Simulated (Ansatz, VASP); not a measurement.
## Cross-check of Cu (Cu(110)) between VASP and Ansatz

Aim: how closely do two programs agree when they are given the same cell, functional and k mesh? The cell is taken from a series of runs on this material, whose earlier steps may have relaxed, scaled, displaced or heated it; both programs get it as it stands.

Program: Ansatz 0.2.0. Level of theory: plane waves, with VASP 6.6.1 beside it; single point at r2SCAN. Results are calculated unless marked as measured.

## (1) Starting point

The cell holds 7 atoms: 7 Cu. Cell: a = 3.610 Å, b = 2.553 Å, c = 25.658 Å, α = 90.0°, β = 90.0°, γ = 90.0°. Vacuum lies along c.

## (2) Ansatz: single point, r2SCAN

Ansatz runs on its default PAW (the set named soft_2) files.

A single point gives forces, pressure and levels at one fixed geometry, so differences don't come from the geometry; what else differs is listed under the comparison.

input.yaml

```yaml
crystal:
  lattice:
    - [3.61, 0.0, 0.0]
    - [0.0, 2.5526554801, 0.0]
    - [0.0, 0.0, 25.6579664403]
  atoms:
    - { symbol: Cu, position: [0.0, 0.0, 0.3507682505] }
    - { symbol: Cu, position: [0.5, 0.5, 0.400512167] }
    - { symbol: Cu, position: [0.0, 0.0, 0.4502560835] }
    - { symbol: Cu, position: [0.5, 0.5, 0.5] }
    - { symbol: Cu, position: [0.0, 0.0, 0.5497439165] }
    - { symbol: Cu, position: [0.5, 0.5, 0.599487833] }
    - { symbol: Cu, position: [0.0, 0.0, 0.6492317495] }
kpoints:
  mp_grid: { grid: [11, 16, 1] }
hamiltonian:
  xc: r2scan
scf:
  occupations: { method: fermi_dirac, width: 0.1 }
  convergence: { dr2_threshold: 1.0e-09 }
efield:
  axis: 3
  dipole_correction: true
  ramp_position: 0.97
  ramp_width: 0.06
output:
  write_potential: true
  write_density: true
  volumetric_format: npy
```

The run is started by

```console
$ ansatz run input.yaml --threads 2 --pin off --max-ram 3072MiB --backend cpu --events-out ev --progress --plain --runs-dir out
```

Numbers of over 12 decimals in the logs are rounded to 6 here.

The log of the run:

```text
Engine: ansatz 0.2.0, x86_64-unknown-linux-gnu
Pseudopotentials: kind: paw
Pseudopotential: Cu, paw, valence charge 19, recommended cutoff 500 eV (meta_gga), Cu.paw.azcp
Functional definition: r2SCAN
  parameter k0 = 0.174
  parameter k1 = 0.065
  parameter a1 = 4.9479
  exchange = r2scan_x(k0 = k0, k1 = k1, a1 = a1)
  correlation = r2scan_c
Crystal: 7 atoms, lattice volume = 236.440 Å³
Basis set: ecut = 500 eV, 6013 PW (Γ), exchange–correlation on 108×80×768 points (64 copies of the dense FFT grid, shifted against one another)
Bands: 80, of which v1, the nominal top of the filled ones, is band 67 counted from 1 (66 counted from 0)
Symmetry: 4 space group operations
k-points: 54 of 176
Non-local potential: Cu, projectors of the file, l = 0: 3, l = 1: 2, l = 2: 3, l = 3: 1
PAW form: soft (Blöchl's): semilocal exchange-correlation on the pseudo side does not see the compensation charge
PAW frozen core: Cu, regenerated for the run's functional (the file was generated under x = pbe(κ = 0.804, μ = 0.219515), c = pbe(β = 0.066725))
PAW one-centre angular grid: Cu, 590 points (default); XC on 160 Gauss nodes
Initial density: superposition of atomic densities (neutral atoms: chi_scale 0, normalization atom), corrected by the library's trained network
Initial wavefunctions: pseudopotential atomic-orbital guess
Functional: x = r2scan, c = r2scan; τ floored in thin density (d = 2e-4 eV/Å³)
SCF iter   1: F=—  HF=-46416.613754 eV  |F-HF|=—  |Δ(HF+E_count)|=         —  Δρ=2.54e-2  dr2=8.74e-1  dr2_τ=6.64e-3  ethr=1.77e-3  p=0.000 e·Å  D=3.19e-13 V/Å  ΔV_dip=-0.00 eV  dr2_dipole=3.82e-11  V_vac-E_F(+/−)=4.58/4.58 eV  ⟨swp⟩=7.9  Hψ=18192  notcnv=0  defer=75
efield: sawtooth ramp at fractional position 0.9700 (set: `efield.ramp_position`, or a place that a band, a saddle search or an elastic batch's reference lends), width 0.0600; the density the first Hamiltonian is built on has a dipole p = 0.000 e·Å; the dipole correction subtracts the counter field D = 3.19e-13 V/Å, which shifts the + side's vacuum level by -0.00 eV against the − side's; the planar-averaged density in the ramp window peaks in size at 2.5e-6 e/Å³
preconditioner: auto → LDOS  [metal: Δε(μ)=0.028 eV  Ē_g=8.624 eV  σ=0.100 eV  W_gap=0.07  n_scr=56 (ndim 8)  ℏωp=21.2 eV  f_vac=0.603  D(μ)=2.08/eV (n_scr^D=10)  β→1.0]
SCF iter   2: F=—  HF=-46417.939631 eV  |F-HF|=—  |Δ(HF+E_count)|=    1.33e0  Δρ=6.90e-2  dr2=6.28e0  dr2_τ=3.05e-2  ethr=6.57e-4  p=0.000 e·Å  D=2.62e-6 V/Å  ΔV_dip=-0.00 eV  dr2_dipole=5.55e-9  V_vac-E_F(+/−)=3.80/3.80 eV  ⟨swp⟩=3.0  Hψ=11279  notcnv=0  defer=221  recentre
SCF iter   3: F=—  HF=-46416.503177 eV  |F-HF|=—  |Δ(HF+E_count)|=    1.44e0  Δρ=8.13e-3  dr2=9.24e-2  dr2_τ=8.41e-4  ethr=6.57e-4  p=-0.000 e·Å  D=-1.20e-6 V/Å  ΔV_dip=0.00 eV  dr2_dipole=1.13e-10  V_vac-E_F(+/−)=4.45/4.45 eV  ⟨swp⟩=3.0  Hψ=11013  notcnv=0  defer=213
SCF iter   4: F=—  HF=-46416.484993 eV  |F-HF|=—  |Δ(HF+E_count)|=   1.82e-2  Δρ=1.44e-3  dr2=4.00e-3  dr2_τ=1.64e-5  ethr=6.95e-5  p=-0.000 e·Å  D=-1.80e-7 V/Å  ΔV_dip=0.00 eV  dr2_dipole=9.64e-11  V_vac-E_F(+/−)=4.34/4.34 eV  ⟨swp⟩=2.0  Hψ=7247  notcnv=0  defer=217
SCF iter   5: F=—  HF=-46416.484445 eV  |F-HF|=—  |Δ(HF+E_count)|=   5.48e-4  Δρ=4.42e-4  dr2=7.48e-4  dr2_τ=4.10e-6  ethr=3.01e-6  p=-0.000 e·Å  D=-2.43e-7 V/Å  ΔV_dip=0.00 eV  dr2_dipole=3.08e-10  V_vac-E_F(+/−)=4.33/4.33 eV  ⟨swp⟩=2.0  Hψ=6052  notcnv=0  defer=217
SCF iter   6: F=—  HF=-46416.484625 eV  |F-HF|=—  |Δ(HF+E_count)|=   1.80e-4  Δρ=3.86e-4  dr2=2.09e-4  dr2_τ=1.80e-6  ethr=5.62e-7  p=-0.000 e·Å  D=-3.69e-7 V/Å  ΔV_dip=0.00 eV  dr2_dipole=5.93e-11  V_vac-E_F(+/−)=4.30/4.30 eV  ⟨swp⟩=2.0  Hψ=6482  notcnv=0  defer=217
SCF iter   7: F=—  HF=-46416.484619 eV  |F-HF|=—  |Δ(HF+E_count)|=   5.84e-6  Δρ=1.51e-4  dr2=3.40e-5  dr2_τ=2.90e-7  ethr=1.57e-7  p=0.000 e·Å  D=2.00e-7 V/Å  ΔV_dip=-0.00 eV  dr2_dipole=6.00e-12  V_vac-E_F(+/−)=4.30/4.30 eV  ⟨swp⟩=2.0  Hψ=6839  notcnv=0  defer=217
SCF iter   8: F=—  HF=-46416.484634 eV  |F-HF|=—  |Δ(HF+E_count)|=   1.44e-5  Δρ=5.42e-5  dr2=4.30e-6  dr2_τ=5.56e-8  ethr=2.56e-8  p=0.000 e·Å  D=7.08e-8 V/Å  ΔV_dip=-0.00 eV  dr2_dipole=3.50e-12  V_vac-E_F(+/−)=4.30/4.30 eV  ⟨swp⟩=2.0  Hψ=6197  notcnv=0  defer=217
SCF iter   9: F=—  HF=-46416.484784 eV  |F-HF|=—  |Δ(HF+E_count)|=   1.50e-4  Δρ=1.48e-5  dr2=8.33e-7  dr2_τ=6.71e-9  ethr=3.23e-9  p=0.000 e·Å  D=7.11e-8 V/Å  ΔV_dip=-0.00 eV  dr2_dipole=2.36e-14  V_vac-E_F(+/−)=4.30/4.30 eV  ⟨swp⟩=2.0  Hψ=6340  notcnv=0  defer=218
SCF iter  10: F=—  HF=-46416.484784 eV  |F-HF|=—  |Δ(HF+E_count)|=   1.30e-7  Δρ=1.20e-5  dr2=2.24e-7  dr2_τ=1.49e-9  ethr=6.26e-10  p=-0.000 e·Å  D=-5.61e-8 V/Å  ΔV_dip=0.00 eV  dr2_dipole=9.12e-14  V_vac-E_F(+/−)=4.30/4.30 eV  ⟨swp⟩=2.0  Hψ=6198  notcnv=0  defer=218
[...]
iter 14 met the thresholds in force, and the SCF goes on: an eigenvalue changes by 5.97 meV, over its tolerance of 1.09 meV (output.eigenvalues, Limitations)
SCF iter  14: F=-46416.484784 eV  HF=-46416.484784 eV  |F-HF|=7.28e-12  |Δ(HF+E_count)|=  2.18e-10  Δρ=4.54e-7  dr2=2.97e-10  dr2_τ=1.71e-12  ethr=1.00e-12  p=-0.000 e·Å  D=-1.18e-7 V/Å  ΔV_dip=0.00 eV  dr2_dipole=2.15e-12  V_vac-E_F(+/−)=4.30/4.30 eV  ⟨swp⟩=4.4  Hψ=12096  notcnv=0
Mixer restart at iter 14: flushing history
SCF iter  15: F=-46416.484784 eV  HF=-46416.484784 eV  |F-HF|=7.54e-8  |Δ(HF+E_count)|=   3.61e-9  Δρ=2.77e-6  dr2=5.62e-8  dr2_τ=5.25e-11  ethr=1.00e-12  p=-0.000 e·Å  D=-1.93e-6 V/Å  ΔV_dip=0.00 eV  dr2_dipole=1.73e-8  V_vac-E_F(+/−)=4.30/4.30 eV  ⟨swp⟩=2.0  Hψ=7569  notcnv=0  κ⁻¹=1.0e0(r=1)
SCF iter  16: F=-46416.484784 eV  HF=-46416.484784 eV  |F-HF|=3.99e-8  |Δ(HF+E_count)|=   1.66e-9  Δρ=1.10e-6  dr2=2.71e-8  dr2_τ=1.23e-11  ethr=1.00e-12  p=0.000 e·Å  D=4.24e-6 V/Å  ΔV_dip=-0.00 eV  dr2_dipole=1.33e-8  V_vac-E_F(+/−)=4.30/4.30 eV  ⟨swp⟩=2.0  Hψ=6106  notcnv=0  κ⁻¹=2.2e-2(r=2)
SCF iter  17: F=-46416.484784 eV  HF=-46416.484784 eV  |F-HF|=3.44e-9  |Δ(HF+E_count)|=  9.09e-10  Δρ=5.20e-7  dr2=3.39e-9  dr2_τ=3.71e-12  ethr=1.00e-12  p=-0.000 e·Å  D=-2.64e-7 V/Å  ΔV_dip=0.00 eV  dr2_dipole=1.07e-10  V_vac-E_F(+/−)=4.30/4.30 eV  ⟨swp⟩=2.0  Hψ=6079  notcnv=0  κ⁻¹=2.7e-3(r=3)
SCF iter  18: F=-46416.484784 eV  HF=-46416.484784 eV  |F-HF|=1.16e-10  |Δ(HF+E_count)|=  2.91e-10  Δρ=2.05e-7  dr2=1.38e-10  dr2_τ=3.49e-13  ethr=1.00e-12  p=-0.000 e·Å  D=-3.30e-7 V/Å  ΔV_dip=0.00 eV  dr2_dipole=3.01e-12  V_vac-E_F(+/−)=4.30/4.30 eV  ⟨swp⟩=6.5  Hψ=10959  notcnv=0
the search or the solves at the SCF's close seem to have found levels that the self-consistency loop had missed (the run counts 1). By its estimate they hold under 1e-12 electrons; where the run keeps them, the occupations were computed again with them
SCF 1 converged in 18 iterations: F = -46416.484784 eV  dr2 = 1.38e-10
  greatest PAW one-centre occupation: 1.000 electrons in one spin orbital (limit 2), on the Cu atom at site 0 (counted from 0), in its partial waves of l = 0
WARN: The output density's exchange-correlation potential varies sharply where the density is thin. Do not read a vacuum level from v_tot or v_xc, or from such a field of the output density. On a cell that repeats whose density bears no net charge and no dipole along the vacuum's axis use v_es (v_loc + v_h of the components); under efield.dipole_correction with no amplitude use v_es + v_field, which holds any externa [...]
SCF converged after 18 iterations
an eigenvalue changed by more than its tolerance at an iteration that met the thresholds in force, so the SCF went on 2 times, its first undamped step at iteration 14: the last check found none over its tolerance
Free energy (F): -46416.484784 eV
Harris-Foulkes:  -46416.484784 eV  (|F-HF|=1.16e-10)
Internal energy: -46416.413732 eV  (E = F + TS)
E sigma→0 (E₀):  -46416.449258 eV
Entropy (-TS):   -0.071053 eV (-10.150 meV/atom)
Fermi energy:    3.019887 eV
Dipole field:    D = 0.000002 V/Å  (p = 0.000002 e·Å, saw-weighted, corrected)
Work function:   Φ+ = 4.2980 eV   Φ− = 4.2980 eV
Levels:          The Fermi level and band energies are counted from a zero that moves with the ramp; work functions are not
--- Per-component energies (eV) ---
  E_band       = -4478.668577
  E_kinetic    = 2095.148053
  E_local      = -346272.560847  (includes V_loc(G=0)·N_el)
  E_nonlocal   = 2781.906423
  E_hartree    = 170591.034226
  E_xc         = -580.108480
  E_vxc        = -863.372402  (∫ρ·V_xc dr)
  E_paw        = -11760.969323  (= ΣΔE_a)
  E_vpaw       = -3464.271181  (= ΣTr[D̂ρ^β])
  E_aug_tail   = 0.000975  (compensation charges beyond the density's cutoff)
  E_vtau       = 62.414582  (kinetic-family band-sum trace: ∫τ·v_τ [+ j·A + Jᵃ·Aᵃ] dr)
  E_efield     = 0.000000  (sawtooth field / dipole correction)
  E_vefield    = 0.000000  (∫n·V_field dr)
  E_ewald      = 136731.242997
  E_core_change = -2.107756  (= ΣΔE_core)
  E_smearing   = -0.071053  (= −TS)
  E_closure    = 0.000000  (closes the sum)
  Σ components = -46416.484784   (vs F -46416.484784, Δ=0.00e0)
--- Band table (eV; the first three rows and the last of 54) ---
  k-point 0: bands = [... 63 lower, 1.3799, 1.5245, 1.5597, 1.9029, 3.3779, 5.3926, 5.4219, 7.0615, ... 9 higher]
  k-point 1: bands = [... 63 lower, 1.3480, 1.4896, 1.5421, 1.9472, 3.4644, 5.5176, 5.6025, 7.1507, ... 9 higher]
  k-point 2: bands = [... 63 lower, 1.3597, 1.4288, 1.5508, 2.0734, 3.7170, 5.7965, 6.1752, 7.4163, ... 9 higher]
  k-point 53: bands = [... 63 lower, 2.8758, 3.0080, 4.5738, 4.8406, 6.5839, 7.0274, 7.2578, 7.2842, ... 9 higher]
```

The column dr2 measures how far the density is from self-consistency, as an energy; F and HF (Harris–Foulkes) agree once it is small.

(Part 1 of 2 ends here.)

[Lines on the potential files, build, host, timing and source positions are cut from VASP's logs without a mark.]

[Logs are printed without paths, hosts, clocks, repeated set-up lines and the standing remarks that a program may print on its own settings, such as how far it seeks lower states.]

[Hosts, paths, dates, database ids (printed as entryN), source tags and the programs' standing remarks are cut or masked in the printed files.]
